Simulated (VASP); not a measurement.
Given:

```xyz
2
Lattice="3.1951 0.0000 0.0000 0.0000 3.1951 0.0000 0.0000 0.0000 3.1951" Properties=species:S:1:pos:R:3 pbc="T T T"
In     1.5975     1.5975     1.5975
Pd     0.0000     0.0000     0.0000
```

All values below come from PBE GGA with D3 dispersion (Becke-Johnson damping), VASP's PBE PAW potentials (set 64) (plane waves; VASP). Settings: 520 eV cut-off, 11×11×11 Γ-centred mesh, first-order Methfessel-Paxton smearing of 0.10 eV, potentials In_d Pd.

Task: Give the stress tensor in GPa (positive for a compressed cell).

Result: 
```
9.30  0.00  0.00
0.00  9.30  0.00
0.00  0.00  9.30
```
The pressure is its mean diagonal, 9.30 GPa.

The compound is PdIn in the CsCl type structure. This cell is one point of a volume scan, at 0.94 of the reference volume. The electron count is odd and the run is not spin-polarised, which forces a metal.
